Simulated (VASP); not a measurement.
Here is the system:

```xyz
2
Lattice="0.0000 3.0550 3.0550 3.0550 0.0000 3.0550 3.0550 3.0550 0.0000" Properties=species:S:1:pos:R:3 pbc="T T T"
In     0.0000     0.0000     0.0000
As     4.5825     4.5825     4.5825
```

Method: r2SCAN meta-GGA, VASP's PBE PAW potentials (set 64) (plane waves; VASP 6.6.1). Numerical set-up: 480 eV cut-off, 7×7×7 Γ-centred mesh, Gaussian smearing of 0.050 eV, potentials In_d As.

Unless said otherwise, spin-orbit coupling is left out, though it shifts the bands of the heavy elements here.

Q: Predict the energy per atom (σ→0), band gap (on the k-mesh) with the smallest direct gap where there is one.

A: 
band gap (on the k-mesh): 0.08 eV
smallest direct gap (on the k-mesh): 0.08 eV
energy per atom (σ→0): -19.027 eV/atom

Only differences to runs with the same potentials and settings are physical.

The compound is InAs in the zinc blende structure. It was relaxed first. The start is the result of an earlier pass.
